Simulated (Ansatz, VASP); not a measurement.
# C (Diamond) in two plane-wave programs, part 2 of 2

Aim: how closely do two programs agree when they are given the same cell, functional and k mesh?

VASP 6.6.1 and Ansatz 0.2.0.

So far. Step 4 (Comparison): The walks stopped with 0.05 GPa left in Ansatz and 0.01 GPa in VASP; each walk ends within a tolerance, so the volume difference is uncertain by about these residues over the bulk modulus, most in soft cells.

## Step 5: VASP: relaxation of cell and atoms, BLYP with D3(BJ)

Level of this step: BLYP with D3(BJ); plane waves and PAW (C) (VASP).

The relaxed volume is the usual yardstick between codes: its relative difference is about their pressure difference at one cell divided by the bulk modulus.

INCAR

```
SYSTEM = C
PREC = Accurate
ENCUT = 560
EDIFF = 1E-06
NELM = 100
ISMEAR = -1
SIGMA = 0.05
LREAL = .FALSE.
ALGO = Normal
GGA = B5
ALDAX = 1
AGGAX = 1
AGGAC = 1
ALDAC = 0
IVDW = 12
VDW_S6 = 1
VDW_S8 = 2.6996
VDW_A1 = 0.4298
VDW_A2 = 4.2359
NBANDS = 10
LORBIT = 11
LWAVE = .FALSE.
LCHARG = .FALSE.
KPAR = 2
IBRION = 2
NSW = 60
ISIF = 3
EDIFFG = -0.01
```

POSCAR

```
C
1.0
    0.0000000000      1.7833700000      1.7833700000
    1.7833700000      0.0000000000      1.7833700000
    1.7833700000      1.7833700000      0.0000000000
C
2
Direct
    0.0000000000      0.0000000000      0.0000000000
    0.2500000000      0.2500000000      0.2500000000
```

KPOINTS

```
Automatic mesh
0
Gamma
11 11 11
0 0 0
```

PAW data sets: C (PBE family, release 64).

Run with:

```
$ mpirun -np 2 vasp_std
```

Numbers of over 12 decimals in the logs are rounded to 6 here.

Output:

```text
[banner, memory and clock lines left out]
running    2 mpi-ranks, on    1 nodes
[...]
|                                                                             |
|               ----> ADVICE to this user running VASP <----                  |
|                                                                             |
|     You enforced a specific xc type in the INCAR file but a different       |
|     [... a line on the potential file left out ...]
|     I HOPE YOU KNOW WHAT YOU ARE DOING!                                     |
|                                                                             |

 LDA part: xc-table for (Slater(with rela. corr.)+VWN5), standard interpolation
 POSCAR, INCAR and KPOINTS ok, starting setup
[...]
entering main loop
       N       E                     dE             d eps       ncg     rms          rms(c)
DAV:   1     0.360700657115E+01    0.36070E+01   -0.51960E+03  1146   0.845E+02
DAV:   2    -0.171049839457E+02   -0.20712E+02   -0.20027E+02  1524   0.132E+02
[...]
N       E                     dE             d eps       ncg     rms          rms(c)
DAV:   1    -0.167238825401E+02   -0.44387E-02   -0.99690E-03  1188   0.879E-01    0.881E-02
DAV:   2    -0.167237740648E+02    0.10848E-03   -0.12554E-04  1186   0.960E-02    0.500E-02
DAV:   3    -0.167237219292E+02    0.52136E-04   -0.76633E-05  1174   0.631E-02    0.540E-03
DAV:   4    -0.167237215277E+02    0.40156E-06   -0.10720E-06  1060   0.977E-03
   2 F= -.17457280E+02 E0= -.17457280E+02  d E =0.381559E-04
 trial-energy change:    0.000038  1 .order    0.000041   -0.000493    0.000575
 step:   0.4614(harm=  0.4614)  dis= 0.00000  next Energy=   -17.457432 (dE=-0.114E-03)
[...]
N       E                     dE             d eps       ncg     rms          rms(c)
DAV:   1    -0.167215990390E+02    0.21229E-02   -0.28650E-03  1204   0.472E-01    0.473E-02
DAV:   2    -0.167215644300E+02    0.34609E-04   -0.36252E-05  1184   0.515E-02    0.268E-02
DAV:   3    -0.167215538047E+02    0.10625E-04   -0.22020E-05  1174   0.338E-02    0.288E-03
DAV:   4    -0.167215539447E+02   -0.14004E-06   -0.30023E-07   582   0.522E-03
   3 F= -.17457433E+02 E0= -.17457433E+02  d E =-.114372E-03
[...]
reached required accuracy - stopping structural energy minimisation
```

OUTCAR, selected parts (step 5):

```text
 Edisp (eV)   -0.73356

 Edisp (eV)   -0.73588

  Total       0.00102     0.00102     0.00102     0.00000     0.00000     0.00000
  in kB       0.14433     0.14433     0.14433     0.00000     0.00000     0.00000
  external pressure =        0.14 kB  Pullay stress =        0.00 kB

 POSITION                                       TOTAL-FORCE (eV/Angst)
 -----------------------------------------------------------------------------------
      0.00000      0.00000      0.00000         0.000000      0.000000      0.000000
      0.89250      0.89250      0.89250        -0.000000     -0.000000     -0.000000
 -----------------------------------------------------------------------------------
    total drift:                                0.000000      0.000000      0.000000

  FREE ENERGIE OF THE ION-ELECTRON SYSTEM (eV)
  ---------------------------------------------------
  free  energy   TOTEN  =       -17.4574327357 eV

  energy  without entropy=      -17.4574327357  energy(sigma->0) =      -17.45743274

[... 2 parts as in an earlier step ...]

[... 2 further parts left out ...]
[key lines of the parts left out:]
E-fermi :  10.9059
```

## Step 6: Ansatz: relaxation of cell and atoms, BLYP with D3(BJ)

The same cell, functional (in two slightly different forms), mesh and smearing now go to Ansatz, which takes its cutoff from its data sets.

input.yaml

```yaml
crystal:
  lattice:
    - [0.0, 1.78337, 1.78337]
    - [1.78337, 0.0, 1.78337]
    - [1.78337, 1.78337, 0.0]
  atoms:
    - { symbol: C, position: [0.0, 0.0, 0.0] }
    - { symbol: C, position: [0.25, 0.25, 0.25] }
hamiltonian:
  xc: blyp
  pseudopotentials: { kind: paw }
  dispersion: d3bj
kpoints:
  mp_grid: { grid: [11, 11, 11] }
scf:
  occupations: { method: fermi_dirac, width: 0.05 }
relax:
  f_tol: 0.01
  max_steps: 60
  cell: { stress_tol: 0.05 }
output:
  forces: true
  stress: true
```

Run with:

```
$ ansatz run input.yaml --threads 4 --pin off --max-ram 9216MiB --backend cpu --events-out ev --progress --plain --runs-dir out
```

Output:

```text
[...]
Crystal: 2 atoms, lattice volume = 11.344 Å³
Basis set: ecut = 420 eV, 229 PW (Γ), exchange–correlation on 36×36×36 points (8 copies of the dense FFT grid, shifted against one another)
Bands: 8, of which v1, the nominal top of the filled ones, is band 4 counted from 1 (3 counted from 0)
Symmetry: 48 space group operations
[...]
k-points: 56 of 1331
[...]
-0.000000       0.018915       0.000000
       -0.000000      -0.000000       0.018915
  P = ⅓ Tr σ = 0.0189 GPa (0.189 kbar)
--- Relaxed structure (3 steps of the walk, 3 accepted, 1 SCFs on fresh bases) ---
[...]
cell:  # Å, volume = 11.3625 Å³
    - [0, 1.784355, 1.784355]
    - [1.784355, 0, 1.784355]
    - [1.784355, 1.784355, 0]
  atoms:
    - { symbol: C, position: [0, 0, 0] }
    - { symbol: C, position: [0.250000, 0.250000, 0.250000] }
[key lines of the parts left out:]
SCF converged after 7 iterations
Free energy (F): -503.719874 eV
Fermi energy:    15.773037 eV
```

Run time: 0.84 s. Hardware: 4 threads of Arm Neoverse V1, shared host; peak memory 0.25 GiB; 2.3 s of CPU time.

## Step 7: Comparison

What differs besides the data sets and the points named for the pairs above, as far as they apply: Ansatz makes its cores anew for this functional, VASP keeps those of its PBE data sets; VASP's log shows a relativistic correction to its local exchange, Ansatz's none. Total energies have different zeros and are not compared.

Compared:

```
                                         quantity  Ansatz   VASP  difference
                                      volume (Å³)   11.36  11.37     -0.11 %
edge a after relaxation, in the typed setting (Å)   2.523  2.524     -0.04 %
```

The walks stopped with 0.02 GPa left in Ansatz and 0.01 GPa in VASP; each walk ends within a tolerance, so the volume difference is uncertain by about these residues over the bulk modulus, most in soft cells.

## Step 8: What came out

```yaml
difference_in_volume_relaxation_of_cell_and_atoms_pbe: -0.090 %
difference_in_volume_relaxation_of_cell_and_atoms_blyp_with_d3_bj: -0.11 %
```

What this shows: The difference in volume is -0.11 % (relaxation of cell and atoms, BLYP with D3(BJ)), within the 1.2 % picked in this series as the mark of a large difference, as far as the stopping tolerances let one tell. How closely two codes agree says nothing of how well the functional describes the real material.

[Lines on the potential files, build, host, timing and source positions are cut from VASP's logs without a mark.]

[Logs are printed without paths, hosts, clocks, repeated set-up lines and the standing remarks that a program may print on its own settings, such as how far it seeks lower states.]

[Hosts, paths, dates, database ids (printed as entryN), source tags and the programs' standing remarks are cut or masked in the printed files.]
